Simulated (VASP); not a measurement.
Computed with LDA (Ceperley-Alder, Perdew-Zunger), VASP's LDA PAW potentials (set 64) (plane waves; VASP).

Input for VASP

KPOINTS:
```
Automatic mesh
0
Gamma
8 8 8
0 0 0
```

### INCAR
```
ALGO=Normal
EDIFF=1E-8
ENCUT=400
ISMEAR=0
LASPH=.TRUE.
LCHARG=.FALSE.
LEPSILON=.TRUE.
LREAL=.FALSE.
LWAVE=.FALSE.
NELM=100
PREC=Accurate
SIGMA=0.01
SYSTEM=Si
```

### POSCAR
```
Si
1.0
  0.0000000000   2.7014653578   2.7014653578
  2.7014653578   0.0000000000   2.7014653578
  2.7014653578   2.7014653578   0.0000000000
Si
2
Cartesian
  0.0000000000   0.0000000000   0.0000000000
  1.3507326789   1.3507326789   1.3507326789
```

POTCAR, in this order: Si (LDA.64 set). Program: vasp_std.

Output

OSZICAR:
```
...
RMM:   7    -0.352474357015E+02    0.15574E-06   -0.45132E-06   810   0.244E-03
RMM:   8    -0.352474356392E+02    0.62363E-07   -0.37803E-05   781   0.543E-04
RMM:   9    -0.352474357460E+02   -0.10681E-06   -0.87596E-06   646   0.156E-04
RMM:  10    -0.352474356055E+02    0.14048E-06    0.93835E-07   461   0.815E-05
RMM:  11    -0.352474356202E+02   -0.14747E-07   -0.42548E-07   379   0.748E-05
RMM:  12    -0.352474356200E+02    0.23724E-09    0.18372E-06   317   0.737E-05
RMM:  13    -0.352474356198E+02    0.20343E-09    0.26467E-06   250   0.736E-05
RMM:  14    -0.352474356190E+02    0.82493E-09    0.26571E-06   213   0.737E-05
 Linear response G [H, r] |phi>, progress :
  Direction:   3
       N       E                     dE             d eps       ncg     rms
RMM:   1    -0.230982854712E+02   -0.23098E+02    0.92131E+01  1073   0.458E+01
RMM:   2    -0.183140193091E+02    0.47843E+01   -0.22443E+00   740   0.110E+01
RMM:   3    -0.183231730222E+02   -0.91537E-02   -0.75435E-02   750   0.179E+00
RMM:   4    -0.183220789469E+02    0.10941E-02   -0.26656E-03   784   0.323E-01
RMM:   5    -0.183220295192E+02    0.49428E-04   -0.10686E-04   788   0.600E-02
RMM:   6    -0.183220277305E+02    0.17887E-05   -0.49617E-06   802   0.124E-02
RMM:   7    -0.183220276086E+02    0.12189E-06   -0.60999E-08   808   0.251E-03
RMM:   8    -0.183220275909E+02    0.17735E-07    0.58256E-06   775   0.556E-04
RMM:   9    -0.183220277153E+02   -0.12446E-06    0.65718E-06   638   0.150E-04
RMM:  10    -0.183220277739E+02   -0.58556E-07   -0.11646E-06   500   0.702E-05
RMM:  11    -0.183220277675E+02    0.64343E-08    0.53382E-08   360   0.613E-05
 Linear response to external field (no local field effect), progress :
  Direction:   1
       N       E                     dE             d eps       ncg     rms          rms(c)
RMM:   1    -0.197436938504E+01   -0.19744E+01   -0.10289E+01   970   0.510E+00
RMM:   2    -0.199736717710E+01   -0.22998E-01   -0.21926E-02   739   0.945E-01
RMM:   3    -0.199783664678E+01   -0.46947E-03   -0.46775E-04   733   0.105E-01
RMM:   4    -0.199784670616E+01   -0.10059E-04   -0.14771E-05   756   0.168E-02
RMM:   5    -0.199784706484E+01   -0.35868E-06   -0.57734E-07   758   0.257E-03
RMM:   6    -0.199784707653E+01   -0.11687E-07   -0.43945E-08   695   0.457E-04
RMM:   7    -0.199784707606E+01    0.46560E-09   -0.32771E-09   527   0.936E-05
 Linear response to external field (no local field effect), progress :
  Direction:   2
       N       E                     dE             d eps       ncg     rms          rms(c)
RMM:   1    -0.197754296228E+01   -0.19775E+01   -0.10222E+01   969   0.511E+00
RMM:   2    -0.200335974798E+01   -0.25817E-01   -0.21684E-02   744   0.924E-01
RMM:   3    -0.200380427366E+01   -0.44453E-03   -0.44534E-04   732   0.102E-01
RMM:   4    -0.200381376529E+01   -0.94916E-05   -0.14286E-05   748   0.162E-02
RMM:   5    -0.200381411299E+01   -0.34770E-06   -0.57644E-07   749   0.250E-03
RMM:   6    -0.200381412337E+01   -0.10378E-07   -0.47080E-08   695   0.441E-04
RMM:   7    -0.200381412273E+01    0.63045E-09   -0.11060E-08   512   0.916E-05
 Linear response to external field (no local field effect), progress :
  Direction:   3
       N       E                     dE             d eps       ncg     rms          rms(c)
RMM:   1    -0.676587686822E+00   -0.67659E+00   -0.33830E+00   954   0.346E+00
RMM:   2    -0.693500633328E+00   -0.16913E-01   -0.97917E-03   735   0.699E-01
RMM:   3    -0.693692343186E+00   -0.19171E-03   -0.17819E-04   728   0.773E-02
RMM:   4    -0.693695640647E+00   -0.32975E-05   -0.51348E-06   744   0.116E-02
RMM:   5    -0.693695742779E+00   -0.10213E-06   -0.18515E-07   739   0.169E-03
RMM:   6    -0.693695744951E+00   -0.21717E-08   -0.14334E-08   676   0.292E-04
 Linear response to external field, progress :
  Direction:   1
       N       E                     dE             d eps       ncg     rms          rms(c)
RMM:   1    -0.154290861982E+01   -0.15429E+01   -0.79653E+00  1940   0.454E+00
RMM:   2    -0.156471769514E+01   -0.21809E-01   -0.17845E-02  1501   0.847E-01    0.161E+00
RMM:   3    -0.151407856861E+01    0.50639E-01   -0.35487E-02  1464   0.103E+00    0.882E-01
RMM:   4    -0.154871892557E+01   -0.34640E-01   -0.34961E-02  1477   0.106E+00    0.157E-01
RMM:   5    -0.156122869652E+01   -0.12510E-01   -0.10322E-03  1473   0.255E-01    0.254E-02
RMM:   6    -0.156180536180E+01   -0.57667E-03   -0.26924E-05  1541   0.390E-02    0.157E-02
RMM:   7    -0.156194736505E+01   -0.14200E-03   -0.14360E-06  1535   0.937E-03    0.105E-03
RMM:   8    -0.156200501552E+01   -0.57650E-04   -0.84415E-08  1600   0.170E-03    0.218E-04
RMM:   9    -0.156200088870E+01    0.41268E-05    0.60059E-08  1582   0.493E-04    0.552E-05
RMM:  10    -0.156200280773E+01   -0.19190E-05    0.82200E-08  1167   0.772E-05    0.784E-06
 Linear response to external field, progress :
  Direction:   2
       N       E                     dE             d eps       ncg     rms          rms(c)
RMM:   1    -0.154234892407E+01   -0.15423E+01   -0.79597E+00  1950   0.457E+00
RMM:   2    -0.156473617501E+01   -0.22387E-01   -0.17689E-02  1500   0.855E-01    0.161E+00
RMM:   3    -0.151408222448E+01    0.50654E-01   -0.35479E-02  1465   0.103E+00    0.882E-01
RMM:   4    -0.154872904627E+01   -0.34647E-01   -0.35010E-02  1478   0.106E+00    0.156E-01
RMM:   5    -0.156122564862E+01   -0.12497E-01   -0.10346E-03  1474   0.255E-01    0.254E-02
RMM:   6    -0.156180613454E+01   -0.58049E-03   -0.27255E-05  1535   0.391E-02    0.157E-02
RMM:   7    -0.156194653156E+01   -0.14040E-03   -0.14683E-06  1538   0.944E-03    0.107E-03
RMM:   8    -0.156200512601E+01   -0.58594E-04   -0.10723E-07  1607   0.176E-03    0.219E-04
RMM:   9    -0.156200095596E+01    0.41701E-05   -0.82457E-08  1597   0.506E-04    0.541E-05
RMM:  10    -0.156200280678E+01   -0.18508E-05   -0.13893E-07  1166   0.780E-05    0.798E-06
 Linear response to external field, progress :
  Direction:   3
       N       E                     dE             d eps       ncg     rms          rms(c)
RMM:   1    -0.154324249595E+01   -0.15432E+01   -0.79687E+00  1949   0.457E+00
RMM:   2    -0.156474442824E+01   -0.21502E-01   -0.17575E-02  1500   0.854E-01    0.161E+00
RMM:   3    -0.151408080871E+01    0.50664E-01   -0.35427E-02  1464   0.103E+00    0.882E-01
RMM:   4    -0.154873837128E+01   -0.34658E-01   -0.35046E-02  1478   0.106E+00    0.156E-01
RMM:   5    -0.156122237550E+01   -0.12484E-01   -0.10378E-03  1474   0.255E-01    0.253E-02
RMM:   6    -0.156180706070E+01   -0.58469E-03   -0.27728E-05  1536   0.393E-02    0.158E-02
RMM:   7    -0.156194590156E+01   -0.13884E-03   -0.14819E-06  1539   0.950E-03    0.107E-03
RMM:   8    -0.156200510869E+01   -0.59207E-04   -0.64802E-08  1598   0.176E-03    0.219E-04
RMM:   9    -0.156200091505E+01    0.41936E-05    0.25291E-07  1591   0.506E-04    0.542E-05
RMM:  10    -0.156200280020E+01   -0.18852E-05    0.18372E-06  1180   0.790E-05    0.789E-06
```

OUTCAR:
```
------------------------ aborting loop because EDIFF is reached ----------------------------------------

 HEAD OF MICROSCOPIC STATIC DIELECTRIC TENSOR (INDEPENDENT PARTICLE, excluding Hartree and local field effects)
 ------------------------------------------------------
          15.365315     0.000000     0.000000
          -0.000000    15.365315     0.000000
           0.000000    -0.000000    15.365315
 ------------------------------------------------------

 MACROSCOPIC STATIC DIELECTRIC TENSOR (including local field effects in DFT)
 ------------------------------------------------------
          14.553772     0.000000    -0.000000
           0.000000    14.553772    -0.000000
           0.000000     0.000000    14.553772
 ------------------------------------------------------

 PIEZOELECTRIC TENSOR (including local field effects)  for field in x, y, z        (e  Angst)
          XX          YY          ZZ          XY          YZ          ZX
  --------------------------------------------------------------------------------
  x    -0.00000     0.00000     0.00000    -0.00000    -0.00000     0.00000
  y     0.00000     0.00000     0.00000     0.00000    -0.00000     0.00000
  z     0.00000     0.00000     0.00000     0.00000     0.00000     0.00000

 PIEZOELECTRIC TENSOR (including local field effects)  for field in x, y, z        (C/m^2)
          XX          YY          ZZ          XY          YZ          ZX
  --------------------------------------------------------------------------------
  x    -0.00000     0.00000     0.00000    -0.00000    -0.00000     0.00000
  y     0.00000     0.00000     0.00000     0.00000    -0.00000     0.00000
  z     0.00000     0.00000     0.00000     0.00000     0.00000     0.00000

 BORN EFFECTIVE CHARGES (including local field effects) (in |e|, cummulative output)
 ---------------------------------------------------------------------------------
 ion    1
    1     0.00000    -0.00000     0.00000
    2     0.00000     0.00000     0.00000
    3    -0.00000    -0.00000     0.00000
 ion    2
    1    -0.00000     0.00000    -0.00000
    2     0.00000    -0.00000     0.00000
    3     0.00000     0.00000    -0.00000
```
(Selected blocks of OUTCAR.)

The dielectric response may not be converged in the k-mesh; for small gaps it tends to come out too large.

The compound is Si in the diamond structure. It was relaxed first.
